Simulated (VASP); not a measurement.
**Lattice of Zr (Zirconium), functional by functional**

How much does the relaxed cell of Zr (Zirconium) depend on the functional? The starting structure is a measured crystal structure from the Crystallography Open Database. The first relaxation on each setting starts from this cell expanded by 3 % in volume.

Calculated with VASP 6.6.1; Kohn-Sham DFT with plane waves and PAW; PBEsol, LDA, PBE, PBEsol + D3(BJ), r2SCAN, r2SCAN + rVV10, vdW-DF-cx and BLYP.

### 1. The structure

Symmetry: P6_3/mmc, No. 194, hexagonal system. Conventional cell: a = 3.232 Å, b = 3.232 Å, c = 5.147 Å, α = 90.00°, β = 90.00°, γ = 120.00°. Zr has 12 Zr at 3.18 to 3.23 Å nearest.

Coordinates:

```xyz
2
Lattice="3.2320 0.0000 0.0000 -1.6160 2.7990 0.0000 0.0000 0.0000 5.1470" Properties=species:S:1:pos:R:3 pbc="T T T"
Zr    1.6160    0.9330    3.8603
Zr    0.0000    1.8660    1.2868
```

### 2. Relaxation with PBEsol

PBEsol restores the gradient expansion of exchange and is tuned for the cells of solids. This run starts from the cell of an earlier relaxation, which isn't shown; the restart sets up the plane waves anew.

INCAR

```
SYSTEM = Zr
PREC = Accurate
ENCUT = 450
EDIFF = 1E-06
NELM = 100
ISMEAR = 1
SIGMA = 0.15
LREAL = .FALSE.
ALGO = Normal
GGA = PS
NBANDS = 18
LORBIT = 11
LWAVE = .FALSE.
LCHARG = .FALSE.
KPAR = 4
IBRION = 2
NSW = 50
ISIF = 3
EDIFFG = -0.004
```

POSCAR

```
Zr
1.0
    3.1861362611      0.0000000000      0.0000000000
   -1.5930681305      2.7592749420      0.0000000000
    0.0000000000      0.0000000000      5.1159544203
Zr
2
Direct
    0.6666666667      0.3333333333      0.7500000000
    0.3333333333      0.6666666667      0.2500000000
```

KPOINTS

```
Automatic mesh
0
Gamma
16 16 10
0 0 0
```

PAW data sets: Zr_sv (PBE family, release 64).

Run with:

```console
mpirun -np 4 vasp_std
```

Output:

```text
[banner, memory and clock lines left out]
running    4 mpi-ranks, on    1 nodes
 distrk:  each k-point on    1 cores,    4 groups
 distr:  one band on    1 cores,    1 groups

 POSCAR found type information on POSCAR Zr
 POSCAR found :  1 types and       2 ions
|                                                                             |
|               ----> ADVICE to this user running VASP <----                  |
|                                                                             |
|     You enforced a specific xc type in the INCAR file but a different       |
|     [... a line on the potential file left out ...]
|     I HOPE YOU KNOW WHAT YOU ARE DOING!                                     |
|                                                                             |

 LDA part: xc-table for (Slater+PW92), standard interpolation
 POSCAR, INCAR and KPOINTS ok, starting setup
 FFT: planning ... GRIDC
 FFT: planning ... GRID_SOFT
 FFT: planning ... GRID
 WAVECAR not read
 entering main loop
       N       E                     dE             d eps       ncg     rms          rms(c)
DAV:   1     0.195156119204E+03    0.19516E+03   -0.12484E+04  6488   0.119E+03
DAV:   2    -0.423712802053E+01   -0.19939E+03   -0.19634E+03  7706   0.361E+02
DAV:   3    -0.186424628775E+02   -0.14405E+02   -0.14294E+02 11776   0.692E+01
DAV:   4    -0.189417132844E+02   -0.29925E+00   -0.29901E+00  7630   0.107E+01
DAV:   5    -0.189507483830E+02   -0.90351E-02   -0.90318E-02  9560   0.125E+00    0.160E+01
DAV:   6    -0.182915055265E+02    0.65924E+00   -0.99018E-01  7008   0.780E+00    0.644E+00
DAV:   7    -0.181587001772E+02    0.13281E+00   -0.65742E-01  9394   0.546E+00    0.116E+00
DAV:   8    -0.181627377783E+02   -0.40376E-02   -0.36424E-02  8454   0.154E+00    0.287E-01
DAV:   9    -0.181630339973E+02   -0.29622E-03   -0.16379E-03  8390   0.378E-01    0.285E-02
DAV:  10    -0.181630081366E+02    0.25861E-04   -0.48230E-05  9332   0.404E-02    0.241E-02
DAV:  11    -0.181630090390E+02   -0.90233E-06   -0.96393E-06  7086   0.362E-02
   1 F= -.18163009E+02 E0= -.18163838E+02  d E =-.181630E+02
 curvature:   0.00 expect dE= 0.000E+00 dE for cont linesearch  0.000E+00
 trial: gam= 0.00000 g(F)=  0.413E-48 g(S)=  0.175E-05 ort = 0.000E+00 (trialstep = 0.100E+01)
 search vector abs. value=  0.175E-05
 reached required accuracy - stopping structural energy minimisation
```

Run time: 9.6 s. Hardware: 4 MPI ranks of Intel Xeon 6975P-C (Granite Rapids), shared host; peak memory 0.85 GiB.

The logs omit lines about the potential files and the build; timing stands in the text.

OUTCAR, selected parts (step 2):

```text
ion  position               nearest neighbor table
   1  0.667  0.333  0.750-   2 3.15   2 3.15   2 3.15   2 3.15   2 3.15   2 3.15
   2  0.333  0.667  0.250-   1 3.15   1 3.15   1 3.15   1 3.15   1 3.15   1 3.15

  LATTYP: Found a hexagonal cell.
 ALAT       =     3.1861362611
 C/A-ratio  =     1.6056922872

 Subroutine GETGRP returns: Found 24 space group operations
 (whereof 12 operations were pure point group operations)

The static configuration has the point symmetry D_3d.
 The point group associated with its full space group is D_6h.

 Found    180 irreducible k-points:

   k-points           NKPTS =    180   k-points in BZ     NKDIM =    180   number of bands    NBANDS=     18

   dimension x,y,z NGX =    24 NGY =   24 NGZ =   36
   dimension x,y,z NGXF=    48 NGYF=   48 NGZF=   72

   ENCUT  =  450.0 eV  33.07 Ry    5.75 a.u.   5.51  5.51  8.85*2*pi/ulx,y,z

   NELECT =      24.0000    total number of electrons

 k-points in reciprocal lattice and weights: Automatic mesh
   0.00000000  0.00000000  0.00000000       0.000
   0.06250000 -0.00000000  0.00000000       0.002
   0.12500000 -0.00000000  0.00000000       0.002
   0.18750000 -0.00000000  0.00000000       0.002
   0.25000000 -0.00000000  0.00000000       0.002
   0.31250000  0.00000000  0.00000000       0.002
   0.37500000 -0.00000000  0.00000000       0.002
   0.43750000 -0.00000000  0.00000000       0.002
   0.50000000 -0.00000000  0.00000000       0.001
[...]
0.37500000  0.25000000  0.50000000       0.002
   0.31250000  0.31250000  0.50000000       0.002

 average (electrostatic) potential at core
       1 -73.9573       2 -73.9573

 E-fermi :   9.2681

 k-point     1 :       0.0000    0.0000    0.0000
  band No.  band energies     occupation
    ...
      6     -16.9086      2.00000
      7     -16.8931      2.00000
      8     -16.8931      2.00000
      9       3.5209      2.00000
     10       6.1143      2.00000
     11      10.1305     -0.00000
     12      10.1305     -0.00000
     13      10.2070     -0.00000
     14      10.5084     -0.00000
     15      10.8403     -0.00000
    ...

 k-point     2 :       0.0625   -0.0000    0.0000
  band No.  band energies     occupation
    ...
      6     -16.9253      2.00000
      7     -16.9141      2.00000
      8     -16.8972      2.00000
      9       3.6365      2.00000
     10       6.2219      2.00000
     11       9.7933     -0.00001
     12      10.2378     -0.00000
     13      10.2656     -0.00000
     14      10.4792     -0.00000
     15      10.7372     -0.00000
    ...

 k-point     3 :       0.1250   -0.0000    0.0000
  band No.  band energies     occupation
    ...
      6     -17.0155      2.00000
      7     -16.9307      2.00000
      8     -16.9094      2.00000
      9       3.9704      2.00000
     10       6.5188      2.00000
     11       9.3507      0.20625
     12       9.6728     -0.00091
     13      10.4374     -0.00000
     14      10.5556     -0.00000
     15      10.8354     -0.00000
    ...

  Total        0.0041750      0.0041750      0.0061345      0.0000000      0.0000000      0.0000000
  in kB        0.1487242      0.1487242      0.2185258      0.0000000      0.0000000      0.0000000
  external PRESSURE =       0.1719914 kB  Pullay stress =       0.0000000 kB

  energy-cutoff  :      450.00
  volume of cell :       44.98
      direct lattice vectors                 reciprocal lattice vectors
     3.186136261  0.000000000  0.000000000     0.313859772  0.181207024  0.000000000
    -1.593068131  2.759274942  0.000000000     0.000000000  0.362414048  0.000000000
     0.000000000  0.000000000  5.115954420     0.000000000  0.000000000  0.195466949

 POSITION                                       TOTAL-FORCE (eV/Angst)
 -----------------------------------------------------------------------------------
      1.59307      0.91976      3.83697         0.000000      0.000000      0.000000
     -0.00000      1.83952      1.27899        -0.000000     -0.000000      0.000000
 -----------------------------------------------------------------------------------
    total drift:                                0.000000     -0.000000      0.000000

  FREE ENERGIE OF THE ION-ELECTRON SYSTEM (eV)
  ---------------------------------------------------
  free  energy   TOTEN  =       -18.1630090390 eV

  energy  without entropy=      -18.1654949478  energy(sigma->0) =      -18.16383768

 reached required accuracy - stopping structural energy minimisation

 total charge
# of ion       s       p       d       tot
------------------------------------------
    1        2.241   5.957   1.664   9.863
    2        2.241   5.957   1.664   9.863
--------------------------------------------------
tot          4.483  11.914   3.329  19.726

[... 3 further parts left out ...]
```

CONTCAR:

```
Zr
   1.00000000000000
     3.1861362611000001    0.0000000000000000    0.0000000000000000
    -1.5930681305000001    2.7592749419999998    0.0000000000000000
     0.0000000000000000    0.0000000000000000    5.1159544202999996
  Zr
     2
Direct
     0.6666666667000030    0.3333333332999970    0.7500000000000000
     0.3333333332999970    0.6666666667000030    0.2500000000000000
```

The PAW data sets were made with PBE, which is usual practice but a small mismatch for other functionals. The run keeps the 24 symmetry operations of its start, so it cannot find a distortion of lower symmetry.

With PBEsol the relaxed cell holds 22.488 Å³ an atom, -3.40 % against the measured cell, with a = 3.186 Å and c = 5.116 Å. Pressures at 0.985 and 1.015 times this volume, from two more relaxations that aren't shown, give a bulk modulus of 99.4 GPa.

### 3. Relaxation with LDA

LDA, the lowest rung, knows the local density alone. This run starts from the cell of an earlier relaxation, which isn't shown; the restart sets up the plane waves anew.

Changes to INCAR since step 2:

```diff
@@ -9,3 +9,3 @@
 ALGO = Normal
-GGA = PS
+GGA = CA
 NBANDS = 18
```

POSCAR

```
Zr
1.0
    3.1470478615      0.0000000000      0.0000000000
   -1.5735239308      2.7254233950      0.0000000000
    0.0000000000      0.0000000000      5.0871429305
Zr
2
Direct
    0.6666666667      0.3333333333      0.7500000000
    0.3333333333      0.6666666667      0.2500000000
```

KPOINTS is that of step 2.

Potentials, in the order of the species: Zr_sv (LDA family, release 64).

Run with:

```console
mpirun -np 4 vasp_std
```

Output:

```text
[banner, memory and clock lines left out]
running    4 mpi-ranks, on    1 nodes
[...]
LDA part: xc-table for (Slater(with rela. corr.)+CA(PZ))
 , standard interpolation
 POSCAR, INCAR and KPOINTS ok, starting setup
[...]
entering main loop
       N       E                     dE             d eps       ncg     rms          rms(c)
DAV:   1     0.196140220915E+03    0.19614E+03   -0.12544E+04  6480   0.120E+03
DAV:   2    -0.444409392338E+01   -0.20058E+03   -0.19746E+03  7682   0.366E+02
DAV:   3    -0.189683146535E+02   -0.14524E+02   -0.14392E+02 11758   0.697E+01
DAV:   4    -0.192736079808E+02   -0.30529E+00   -0.30505E+00  7574   0.108E+01
[...]
DAV:   9    -0.185843381743E+02   -0.27755E-03   -0.12440E-03  8322   0.330E-01    0.309E-02
DAV:  10    -0.185843230955E+02    0.15079E-04   -0.38973E-05  9292   0.388E-02    0.241E-02
DAV:  11    -0.185843238873E+02   -0.79173E-06   -0.79433E-06  7030   0.332E-02
   1 F= -.18584324E+02 E0= -.18584815E+02  d E =-.185843E+02
[... from here on, the cycles between the ionic steps are left out ...]
   2 F= -.18584321E+02 E0= -.18584818E+02  d E =0.246141E-05
   3 F= -.18584324E+02 E0= -.18584817E+02  d E =0.726973E-07
   4 F= -.18584324E+02 E0= -.18584816E+02  d E =-.168014E-06
   5 F= -.18584324E+02 E0= -.18584816E+02  d E =-.306273E-06
   6 F= -.18584324E+02 E0= -.18584816E+02  d E =-.168807E-06
   7 F= -.18584324E+02 E0= -.18584815E+02  d E =-.337377E-07
[...]
reached required accuracy - stopping structural energy minimisation
```

Wall time 22 s (4 MPI ranks); peak memory 0.81 GiB; 84 s of CPU time.

OUTCAR, selected parts (step 3):

```text
  Total       -0.0000067     -0.0000067     -0.0067130      0.0000000      0.0000000      0.0000000
  in kB       -0.0002464     -0.0002464     -0.2464944      0.0000000      0.0000000      0.0000000
  external PRESSURE =      -0.0823290 kB  Pullay stress =       0.0000000 kB

 POSITION                                       TOTAL-FORCE (eV/Angst)
 -----------------------------------------------------------------------------------
      1.57354      0.90848      3.81537        -0.000000      0.000000      0.000000
     -0.00000      1.81697      1.27179         0.000000     -0.000000      0.000000
 -----------------------------------------------------------------------------------
    total drift:                               -0.000000      0.000000     -0.000000

  FREE ENERGIE OF THE ION-ELECTRON SYSTEM (eV)
  ---------------------------------------------------
  free  energy   TOTEN  =       -18.5843239210 eV

  energy  without entropy=      -18.5857978642  energy(sigma->0) =      -18.58481524

[... 2 parts as in an earlier step ...]

[... 2 further parts left out ...]
[key lines of the parts left out:]
E-fermi :   9.5472
```

With LDA the relaxed cell holds 21.817 Å³ an atom, -6.29 % against the measured cell, with a = 3.147 Å and c = 5.087 Å. That is -2.99 % from PBEsol. Pressures at 0.985 and 1.015 times this volume, from two more relaxations that aren't shown, give a bulk modulus of 102.5 GPa.

### 4. Relaxation with PBE

PBE, the usual starting point, adds the gradient of the density.

Changes to INCAR since step 3:

```diff
@@ -9,3 +9,3 @@
 ALGO = Normal
-GGA = CA
+GGA = PE
 NBANDS = 18
```

POSCAR

```
Zr
1.0
    3.2640020812      0.0000000000      0.0000000000
   -1.6320010406      2.8267087203      0.0000000000
    0.0000000000      0.0000000000      5.1979637105
Zr
2
Direct
    0.6666666667      0.3333333333      0.7500000000
    0.3333333333      0.6666666667      0.2500000000
```

KPOINTS is that of step 3.

Potentials, in the order of the species: Zr_sv (PBE family, release 64).

Run with:

```console
mpirun -np 4 vasp_std
```

Output:

```text
[banner, memory and clock lines left out]
running    4 mpi-ranks, on    1 nodes
[...]
LDA part: xc-table for (Slater+PW92), standard interpolation
 POSCAR, INCAR and KPOINTS ok, starting setup
[...]
entering main loop
       N       E                     dE             d eps       ncg     rms          rms(c)
DAV:   1     0.194445236259E+03    0.19445E+03   -0.12513E+04  6480   0.119E+03
DAV:   2    -0.327487687104E+01   -0.19772E+03   -0.19472E+03  7710   0.359E+02
DAV:   3    -0.174424018975E+02   -0.14168E+02   -0.14023E+02 11726   0.679E+01
DAV:   4    -0.177764205124E+02   -0.33402E+00   -0.33336E+00  7678   0.110E+01
[...]
DAV:  10    -0.170335991884E+02    0.50766E-04   -0.52118E-05  8980   0.434E-02    0.257E-02
DAV:  11    -0.170335988513E+02    0.33706E-06   -0.11736E-05  7324   0.386E-02    0.387E-03
DAV:  12    -0.170335989086E+02   -0.57239E-07   -0.45013E-07  4116   0.484E-03
   1 F= -.17033599E+02 E0= -.17034630E+02  d E =-.170336E+02
[... from here on, the cycles between the ionic steps are left out ...]
   2 F= -.17034073E+02 E0= -.17035040E+02  d E =-.474115E-03
   3 F= -.17041738E+02 E0= -.17042751E+02  d E =-.813945E-02
   4 F= -.17041736E+02 E0= -.17042748E+02  d E =-.813706E-02
   5 F= -.17041847E+02 E0= -.17042849E+02  d E =-.110754E-03
   6 F= -.17041865E+02 E0= -.17042863E+02  d E =-.129413E-03
   7 F= -.17041865E+02 E0= -.17042862E+02  d E =-.129347E-03
   8 F= -.17041866E+02 E0= -.17042862E+02  d E =-.129643E-03
   9 F= -.17041864E+02 E0= -.17042864E+02  d E =0.118874E-05
  10 F= -.17041868E+02 E0= -.17042866E+02  d E =-.204934E-05
[...]
reached required accuracy - stopping structural energy minimisation
```

Run time: 49 s. Hardware: 4 MPI ranks; peak memory 0.91 GiB.

Parts of OUTCAR (step 4):

```text
  Total       -0.0041341     -0.0041341     -0.0001378     -0.0000000      0.0000000      0.0000000
  in kB       -0.1415377     -0.1415377     -0.0047166     -0.0000000      0.0000000      0.0000000
  external PRESSURE =      -0.0959306 kB  Pullay stress =       0.0000000 kB

 POSITION                                       TOTAL-FORCE (eV/Angst)
 -----------------------------------------------------------------------------------
      1.61623      0.93313      3.87865        -0.000000      0.000000      0.000000
     -0.00000      1.86627      1.29288         0.000000     -0.000000      0.000000
 -----------------------------------------------------------------------------------
    total drift:                               -0.000000      0.000000     -0.000000

  FREE ENERGIE OF THE ION-ELECTRON SYSTEM (eV)
  ---------------------------------------------------
  free  energy   TOTEN  =       -17.0418676584 eV

  energy  without entropy=      -17.0448637627  energy(sigma->0) =      -17.04286636

[... 2 parts as in an earlier step ...]

[... 2 further parts left out ...]
[key lines of the parts left out:]
E-fermi :   8.9542
```

Logs of long relaxations may skip ionic steps without a mark.

With PBE the relaxed cell holds 23.399 Å³ an atom, +0.51 % against the measured cell, with a = 3.232 Å and c = 5.172 Å. That is +4.05 % from PBEsol. Pressures at 0.985 and 1.015 times this volume, from two more relaxations that aren't shown, give a bulk modulus of 94.0 GPa.

### 5. Relaxation with PBEsol + D3(BJ)

D3 with Becke-Johnson damping keeps a finite attraction at short range. This run starts from the cell of an earlier relaxation, which isn't shown; the restart sets up the plane waves anew.

Changes to INCAR since step 4:

```diff
@@ -9,3 +9,4 @@
 ALGO = Normal
-GGA = PE
+GGA = PS
+IVDW = 12
 NBANDS = 18
```

POSCAR

```
Zr
1.0
    3.1338659664      0.0000000000      0.0000000000
   -1.5669329832      2.7140075390      0.0000000000
    0.0000000000      0.0000000000      5.0570768894
Zr
2
Direct
    0.6666666667      0.3333333333      0.7500000000
    0.3333333333      0.6666666667      0.2500000000
```

KPOINTS is that of step 4.

Run with:

```console
mpirun -np 4 vasp_std
```

Output:

```text
[banner, memory and clock lines left out]
running    4 mpi-ranks, on    1 nodes
[...]
[... a notice as in an earlier step ...]

 LDA part: xc-table for (Slater+PW92), standard interpolation
 POSCAR, INCAR and KPOINTS ok, starting setup
[...]
entering main loop
       N       E                     dE             d eps       ncg     rms          rms(c)
DAV:   1     0.196013806680E+03    0.19601E+03   -0.12556E+04  6512   0.120E+03
DAV:   2    -0.417019334862E+01   -0.20018E+03   -0.19695E+03  7752   0.363E+02
DAV:   3    -0.185169192006E+02   -0.14347E+02   -0.14225E+02 11656   0.695E+01
DAV:   4    -0.188471706048E+02   -0.33025E+00   -0.32988E+00  7620   0.109E+01
[...]
DAV:  10    -0.181345976025E+02    0.29215E-04   -0.36649E-05  8954   0.403E-02    0.243E-02
DAV:  11    -0.181345991118E+02   -0.15092E-05   -0.98677E-06  7074   0.366E-02    0.295E-03
DAV:  12    -0.181345990132E+02    0.98600E-07   -0.28330E-07  3940   0.380E-03
   1 F= -.19382295E+02 E0= -.19382852E+02  d E =-.193823E+02
[... from here on, the cycles between the ionic steps are left out ...]
   2 F= -.19382295E+02 E0= -.19382851E+02  d E =-.570535E-08
   3 F= -.19382248E+02 E0= -.19382801E+02  d E =0.470446E-04
   4 F= -.19382292E+02 E0= -.19382848E+02  d E =0.270557E-05
   5 F= -.19382293E+02 E0= -.19382849E+02  d E =0.176599E-05
   6 F= -.19382294E+02 E0= -.19382850E+02  d E =0.102225E-05
   7 F= -.19382294E+02 E0= -.19382850E+02  d E =0.786876E-06
   8 F= -.19382296E+02 E0= -.19382850E+02  d E =-.156648E-05
 trial-energy change:   -0.000002  1 .order   -0.000002   -0.000005    0.000001
 step:   0.3771(harm=  0.3771)  dis= 0.00000  next Energy=   -19.382297 (dE=-0.221E-05)
 reached required accuracy - stopping structural energy minimisation
```

Run time: 46 s. Hardware: 4 MPI ranks; peak memory 0.93 GiB; 3 min of CPU time.

Parts of OUTCAR (step 5):

```text
 Edisp (eV)   -1.24709

 Edisp (eV)   -1.24760

  Total       0.00076     0.00076     0.00438     0.00000    -0.00000     0.00000
  in kB       0.02823     0.02823     0.16311     0.00000    -0.00000     0.00000
  external pressure =        0.07 kB  Pullay stress =        0.00 kB

 POSITION                                       TOTAL-FORCE (eV/Angst)
 -----------------------------------------------------------------------------------
      1.56684      0.90461      3.79358        -0.000000     -0.000000      0.000000
     -0.00000      1.80923      1.26453         0.000000      0.000000      0.000000
 -----------------------------------------------------------------------------------
    total drift:                               -0.000000      0.000000     -0.000000

  FREE ENERGIE OF THE ION-ELECTRON SYSTEM (eV)
  ---------------------------------------------------
  free  energy   TOTEN  =       -19.3822959026 eV

  energy  without entropy=      -19.3839579401  energy(sigma->0) =      -19.38284992

[... 2 parts as in an earlier step ...]

[... 2 further parts left out ...]
[key lines of the parts left out:]
E-fermi :   9.7850
```

With PBEsol + D3(BJ) the relaxed cell holds 21.508 Å³ an atom, -7.62 % against the measured cell, with a = 3.134 Å and c = 5.058 Å. That is -4.36 % from PBEsol. Pressures at 0.985 and 1.015 times this volume, from two more relaxations that aren't shown, give a bulk modulus of 103.6 GPa.

(Continued in part 2 of 2.)

[Lines on the potential files, build, host, timing and source positions are cut from VASP's logs without a mark.]

[Logs are printed without paths, hosts, clocks, repeated set-up lines and the standing remarks that a program may print on its own settings, such as how far it seeks lower states.]

[Hosts, paths, dates, database ids (printed as entryN), source tags and the programs' standing remarks are cut or masked in the printed files.]
